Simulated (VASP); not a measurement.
Computed with r2SCAN meta-GGA, VASP's PBE PAW potentials (set 64) (plane waves; VASP).

A VASP calculation is set up with these files.

INCAR:
```
ENCUT = 480   ! plane-wave cut-off (eV)
LMAXMIX = 4
LREAL = .False.
LWAVE = .False.
SYSTEM = Ni
PREC = Accurate
LMIXTAU = .True.
METAGGA = R2SCAN
IBRION = 2   ! conjugate gradients
NELM = 100
ISPIN = 2   ! spin-polarised
EDIFF = 1E-6
ALGO = Normal   ! blocked Davidson
EDIFFG = -0.01   ! ionic stop
MAGMOM = 0.8
ISMEAR = 1   ! Methfessel-Paxton
LCHARG = .False.
LASPH = .True.   ! aspherical one-centre terms
SIGMA = 0.1
LORBIT = 10
ISIF = 3   ! ions, shape and volume
NSW = 60   ! most ionic steps
```

File KPOINTS:
```
Automatic mesh
0
Gamma
16 16 16
0 0 0
```

**POSCAR**
```
Ni
1
    0.0000000000     1.7408420188     1.7408420188
    1.7408420188     0.0000000000     1.7408420188
    1.7408420188     1.7408420188    -0.0000000000
Ni
1
Direct
  0.0000000000   0.0000000000   0.0000000000
```

POTCAR, in this order: Ni (PBE.64 set). Program: vasp_std.

Output of the run:

### OSZICAR
```
       N       E                     dE             d eps       ncg     rms          rms(c)
DAV:   1     0.146150404453E+02    0.14615E+02   -0.47339E+03  5356   0.140E+03
DAV:   2    -0.138152909823E+02   -0.28430E+02   -0.27344E+02  5253   0.167E+02
DAV:   3    -0.142757053280E+02   -0.46041E+00   -0.45768E+00  6123   0.285E+01
DAV:   4    -0.142804017480E+02   -0.46964E-02   -0.46957E-02  6091   0.242E+00
DAV:   5    -0.142805318612E+02   -0.13011E-03   -0.13011E-03  6148   0.341E-01    0.109E+01
DAV:   6    -0.125186636076E+02    0.17619E+01   -0.28732E+01  5520   0.904E+01    0.878E+00
DAV:   7    -0.119539682493E+02    0.56470E+00   -0.77350E+00  5558   0.388E+01    0.242E+00
DAV:   8    -0.119510640882E+02    0.29042E-02   -0.40635E-02  5335   0.254E+00    0.171E+00
DAV:   9    -0.119424042142E+02    0.86599E-02   -0.63630E-02  5689   0.379E+00    0.534E-01
DAV:  10    -0.119434770055E+02   -0.10728E-02   -0.28036E-02  6204   0.231E+00    0.216E-01
DAV:  11    -0.119434511751E+02    0.25830E-04   -0.11237E-02  5471   0.164E+00    0.176E-01
DAV:  12    -0.119433600646E+02    0.91111E-04   -0.26564E-03  5696   0.800E-01    0.300E-02
DAV:  13    -0.119433676774E+02   -0.76129E-05   -0.31797E-05  5719   0.870E-02    0.123E-02
DAV:  14    -0.119433703278E+02   -0.26503E-05   -0.32421E-06  4936   0.217E-02    0.459E-03
DAV:  15    -0.119433708782E+02   -0.55037E-06   -0.18065E-06  2763   0.198E-02
   1 F= -.11943371E+02 E0= -.11943564E+02  d E =-.119434E+02  mag=     0.7523
```

OUTCAR:
```
------------------------ aborting loop because EDIFF is reached ----------------------------------------
  FORCE on cell =-STRESS in cart. coord.  units (eV):
  Direction    XX          YY          ZZ          XY          YZ          ZX
  --------------------------------------------------------------------------------------
  Total       -0.0089086     -0.0089086     -0.0089086      0.0000000      0.0000000      0.0000000
  in kB       -1.3527276     -1.3527276     -1.3527276      0.0000000      0.0000000      0.0000000
  external PRESSURE =      -1.3527276 kB  Pullay stress =       0.0000000 kB
  volume of cell :       10.55
      direct lattice vectors                 reciprocal lattice vectors
     0.000000000  1.740842019  1.740842019    -0.287217332  0.287217332  0.287217332
     1.740842019  0.000000000  1.740842019     0.287217332 -0.287217332  0.287217332
     1.740842019  1.740842019  0.000000000     0.287217332  0.287217332 -0.287217332
 POSITION                                       TOTAL-FORCE (eV/Angst)
 -----------------------------------------------------------------------------------
      0.00000      0.00000      0.00000         0.000000     -0.000000     -0.000000
 -----------------------------------------------------------------------------------
    total drift:                                0.000000     -0.000000      0.000000
  FREE ENERGIE OF THE ION-ELECTRON SYSTEM (eV)
  ---------------------------------------------------
  free  energy   TOTEN  =       -11.9433708782 eV

  energy  without entropy=      -11.9439509379  energy(sigma->0) =      -11.94356423

 total charge

# of ion       s       p       d       tot
------------------------------------------
    1        0.529   0.548   8.325   9.401

 magnetization (x)

# of ion       s       p       d       tot
------------------------------------------
    1       -0.009  -0.043   0.823   0.771

 reached required accuracy - stopping structural energy minimisation
```
(Selected blocks of OUTCAR.)

The compound is Ni in the fcc structure. It was relaxed first. The start is the result of an earlier pass.
